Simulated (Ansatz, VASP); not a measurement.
# Hf (Hafnium) in two plane-wave programs, part 2 of 2

Aim: how closely do two programs agree when they are given the same cell, functional and k mesh? The cell is taken from a series of runs on this material, whose earlier steps may have relaxed, scaled, displaced or heated it; both programs get it as it stands.

VASP 6.6.1 and Ansatz 0.2.0.

So far: The structure; Ansatz: zone-centre phonons, LDA; VASP: zone-centre phonons, LDA.

### Step 3. VASP: zone-centre phonons, LDA (continued)

Level of this step: LDA; plane waves and PAW (Hf_pv) (VASP).

Numbers of over 12 decimals in the logs are rounded to 6 here.

Parts of OUTCAR (step 3):

```text
ion  position               nearest neighbor table
   1  0.333  0.667  0.250-   2 3.11   2 3.11   2 3.11   2 3.11   2 3.11   2 3.11
   2  0.667  0.333  0.750-   1 3.11   1 3.11   1 3.11   1 3.11   1 3.11   1 3.11

  LATTYP: Found a hexagonal cell.
 ALAT       =     3.0931233467
 C/A-ratio  =     1.6448142879

 Subroutine GETGRP returns: Found 24 space group operations
 (whereof 12 operations were pure point group operations)

The static configuration has the point symmetry D_3d.
 The point group associated with its full space group is D_6h.

 Found    135 irreducible k-points:

   k-points           NKPTS =    135   k-points in BZ     NKDIM =    135   number of bands    NBANDS=     16

   dimension x,y,z NGX =    24 NGY =   24 NGZ =   40
   dimension x,y,z NGXF=    48 NGYF=   48 NGZF=   80

   ENCUT  =  500.0 eV  36.75 Ry    6.06 a.u.   5.64  5.64  9.28*2*pi/ulx,y,z

   NELECT =      20.0000    total number of electrons

 k-points in reciprocal lattice and weights: Automatic mesh
   0.00000000  0.00000000  0.00000000       0.001
   0.06666667 -0.00000000  0.00000000       0.003
   0.13333333  0.00000000  0.00000000       0.003
   0.20000000 -0.00000000  0.00000000       0.003
   0.26666667  0.00000000  0.00000000       0.003
   0.33333333  0.00000000  0.00000000       0.003
   0.40000000  0.00000000  0.00000000       0.003
   0.46666667  0.00000000  0.00000000       0.003
   0.06666667  0.06666667  0.00000000       0.003
[...]
0.33333333  0.26666667  0.50000000       0.007
   0.33333333  0.33333333  0.50000000       0.001

 average (electrostatic) potential at core
       1 -37.0684       2 -37.0684

  Total       -0.0108109     -0.0108109     -1.2144033     -0.0000000      0.0000000      0.0000000
  in kB       -0.4108986     -0.4108986    -46.1566534     -0.0000000      0.0000000      0.0000000
  external PRESSURE =     -15.6594835 kB  Pullay stress =       0.0000000 kB

  energy-cutoff  :      500.00
  volume of cell :       42.15
      direct lattice vectors                 reciprocal lattice vectors
     3.093123347  0.000000000  0.000000000     0.323297809  0.186656077  0.000000000
    -1.546561673  2.678723395  0.000000000     0.000000000  0.373312154  0.000000000
     0.000000000  0.000000000  5.087613475     0.000000000  0.000000000  0.196555812

 POSITION                                       TOTAL-FORCE (eV/Angst)
 -----------------------------------------------------------------------------------
     -0.00000      1.78582      1.27190        -0.000000     -0.000000     -0.000000
      1.54656      0.89291      3.81571         0.000000      0.000000      0.000000
 -----------------------------------------------------------------------------------
    total drift:                                0.000000      0.000000      0.000000

 Eigenvectors and eigenvalues of the dynamical matrix
 ----------------------------------------------------

   1 f  =    3.009461 THz    18.908999 2PiTHz  100.384805 cm-1    12.446124 meV
             X         Y         Z           dx          dy          dz
     -0.000000  1.785816  1.271903    -0.000000    0.000000    0.707107
      1.546562  0.892908  3.815710     0.000000    0.000000   -0.707107

   2 f  =    1.954548 THz    12.280786 2PiTHz   65.196695 cm-1     8.083356 meV
             X         Y         Z           dx          dy          dz
     -0.000000  1.785816  1.271903     0.401196    0.582273   -0.000000
      1.546562  0.892908  3.815710    -0.401196   -0.582273   -0.000000

   3 f  =    1.954548 THz    12.280786 2PiTHz   65.196695 cm-1     8.083356 meV
             X         Y         Z           dx          dy          dz
     -0.000000  1.785816  1.271903     0.582273   -0.401196    0.000000
      1.546562  0.892908  3.815710    -0.582273    0.401196    0.000000

   4 f  =    0.000000 THz     0.000000 2PiTHz    0.000001 cm-1     0.000000 meV
             X         Y         Z           dx          dy          dz
     -0.000000  1.785816  1.271903     0.671819   -0.214887   -0.049829
      1.546562  0.892908  3.815710     0.671819   -0.214887   -0.049829

   5 f  =    0.000000 THz     0.000000 2PiTHz    0.000001 cm-1     0.000000 meV
             X         Y         Z           dx          dy          dz
     -0.000000  1.785816  1.271903    -0.121538   -0.227288   -0.658459
      1.546562  0.892908  3.815710    -0.121538   -0.227288   -0.658459

   6 f/i=    0.000000 THz     0.000000 2PiTHz    0.000001 cm-1     0.000000 meV
             X         Y         Z           dx          dy          dz
     -0.000000  1.785816  1.271903    -0.184086   -0.634164    0.252881
      1.546562  0.892908  3.815710    -0.184086   -0.634164    0.252881

 ELASTIC MODULI CONTR FROM IONIC RELAXATION (kBar)
 Direction    XX          YY          ZZ          XY          YZ          ZX
 --------------------------------------------------------------------------------
 XX        -136.6585    136.6585      0.0000     -0.0000     -0.0000      0.0000
 YY         136.6585   -136.6585     -0.0000     -0.0000      0.0000     -0.0000
 ZZ           0.0000     -0.0000     -0.0000     -0.0000      0.0000     -0.0000
 XY          -0.0000     -0.0000     -0.0000   -136.6585     -0.0000      0.0000
 YZ          -0.0000      0.0000      0.0000     -0.0000     -0.0000      0.0000
 ZX           0.0000     -0.0000     -0.0000      0.0000      0.0000     -0.0000
 --------------------------------------------------------------------------------
```

### Step 4. Side by side

Known differences besides the potentials themselves: the data sets hold 52 valence electrons in Ansatz (on its PAW soft_1 files) and 20 in VASP; the cutoff is 420 eV in Ansatz and 500 eV in VASP; VASP's log shows a relativistic correction to its local exchange, Ansatz's none. Total energies have different zeros and are not compared.

Both answers:

```
                  quantity  Ansatz   VASP  difference
optical mode 1 to 2 (cm⁻¹)    66.2   65.2     +1.49 %
     optical mode 3 (cm⁻¹)   100.9  100.4     +0.52 %
```

Modes are paired by rising frequency, not by their patterns, so a pair may set unlike modes beside each other; they are those without the splitting of longitudinal modes.

### Step 5. Summary of results

```yaml
r_m_s_difference_of_the_optical_zone_centre_modes_each_program_s_sorted_by_frequency_zone_centre_phonons_lda: 0.85 cm⁻¹
difference_in_optical_mode_1_to_2_zone_centre_phonons_lda: +1.5 %
```

What this shows: The r.m.s. difference of the optical zone-centre modes, each program's sorted by frequency is 0.85 cm⁻¹ (zone-centre phonons, LDA). The data sets hold unlike numbers of valence electrons (52 in Ansatz and 20 in VASP), so part of the differences may come from the potentials. Among the rows given in per cent, the largest difference of the zone-centre phonons, LDA pair is in optical mode 1 to 2, +1.5 %. Such differences can come from data sets, numerical settings and the points named under the comparisons, not from the functional's error against experiment.

[Lines on the potential files, build, host, timing and source positions are cut from VASP's logs without a mark.]

[Logs are printed without paths, hosts, clocks, repeated set-up lines and the standing remarks that a program may print on its own settings, such as how far it seeks lower states.]

[Hosts, paths, dates, database ids (printed as entryN), source tags and the programs' standing remarks are cut or masked in the printed files.]
